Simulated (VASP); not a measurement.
All values below come from LDA (Ceperley-Alder, Perdew-Zunger), VASP's LDA PAW potentials (set 64) (plane waves; VASP).

The input files of a VASP run:

POSCAR:
```
Ti
1
    1.4279769937    -2.4733287583    -0.0000000000
    1.4279769937     2.4733287583     0.0000000000
   -0.0000000000     0.0000000000     4.5527734772
Ti
2
Direct
  0.3333330000   0.6666670000   0.2500000000
  0.6666670000   0.3333330000   0.7500000000
```

### KPOINTS
```
K-points
0
G
13 13 7
```

INCAR:
```
SYSTEM = Ti
PREC = Accurate
ENCUT = 520
EDIFF = 1E-6
NELM = 100
ALGO = Normal
LREAL = .FALSE.
LASPH = .TRUE.
ISMEAR = 1
SIGMA = 0.1
LMAXMIX = 4
LWAVE = .FALSE.
LCHARG = .FALSE.
IBRION = 2
ISIF = 3
NSW = 60
EDIFFG = -0.01
```

POTCAR, in this order: Ti_sv (LDA.64 set). Program: vasp_std.

Output

### OSZICAR
```
       N       E                     dE             d eps       ncg     rms          rms(c)
DAV:   1     0.244914851618E+03    0.24491E+03   -0.13663E+04  2688   0.189E+03
DAV:   2     0.899466633163E+01   -0.23592E+03   -0.23461E+03  2784   0.497E+02
DAV:   3    -0.179317788179E+02   -0.26926E+02   -0.26751E+02  5224   0.136E+02
DAV:   4    -0.189613078330E+02   -0.10295E+01   -0.10295E+01  2832   0.280E+01
DAV:   5    -0.190128912736E+02   -0.51583E-01   -0.51583E-01  4424   0.437E+00    0.125E+01
DAV:   6    -0.171001621515E+02    0.19127E+01   -0.69341E+00  3176   0.309E+01    0.334E+00
DAV:   7    -0.170789242171E+02    0.21238E-01   -0.78205E-01  4016   0.729E+00    0.203E+00
DAV:   8    -0.171067583890E+02   -0.27834E-01   -0.23594E-01  3120   0.675E+00    0.728E-01
DAV:   9    -0.170975994647E+02    0.91589E-02   -0.50558E-02  3184   0.282E+00    0.844E-02
DAV:  10    -0.170980159000E+02   -0.41644E-03   -0.28442E-03  4248   0.417E-01    0.928E-02
DAV:  11    -0.170980279206E+02   -0.12021E-04   -0.22760E-04  3560   0.153E-01    0.298E-02
DAV:  12    -0.170980186248E+02    0.92957E-05   -0.33116E-05  3544   0.531E-02    0.498E-03
DAV:  13    -0.170980185911E+02    0.33726E-07   -0.11200E-06  2088   0.115E-02
   1 F= -.17098019E+02 E0= -.17098101E+02  d E =-.170980E+02
```

**OUTCAR**
```
------------------------ aborting loop because EDIFF is reached ----------------------------------------
  FORCE on cell =-STRESS in cart. coord.  units (eV):
  Direction    XX          YY          ZZ          XY          YZ          ZX
  --------------------------------------------------------------------------------------
  Total        0.0037989      0.0037989     -0.0052466      0.0000000      0.0000000     -0.0000000
  in kB        0.1892616      0.1892616     -0.2613843      0.0000000      0.0000000     -0.0000000
  external PRESSURE =       0.0390463 kB  Pullay stress =       0.0000000 kB
  volume of cell :       32.16
      direct lattice vectors                 reciprocal lattice vectors
     1.427976994 -2.473328758  0.000000000     0.350145697 -0.202156708  0.000000000
     1.427976994  2.473328758  0.000000000     0.350145697  0.202156708  0.000000000
     0.000000000  0.000000000  4.552773477     0.000000000  0.000000000  0.219646333
 POSITION                                       TOTAL-FORCE (eV/Angst)
 -----------------------------------------------------------------------------------
      1.42798      0.82444      1.13819         0.000000     -0.000000      0.000000
      1.42798     -0.82444      3.41458        -0.000000      0.000000      0.000000
 -----------------------------------------------------------------------------------
    total drift:                               -0.000162      0.001048     -0.000018
  FREE ENERGIE OF THE ION-ELECTRON SYSTEM (eV)
  ---------------------------------------------------
  free  energy   TOTEN  =       -17.0980185911 eV

  energy  without entropy=      -17.0982663890  energy(sigma->0) =      -17.09810119

 reached required accuracy - stopping structural energy minimisation
```
(Selected blocks of OUTCAR.)

The compound is Ti in the hcp structure. It was relaxed first, which changed the volume by -9 %. The start is the result of an earlier pass.
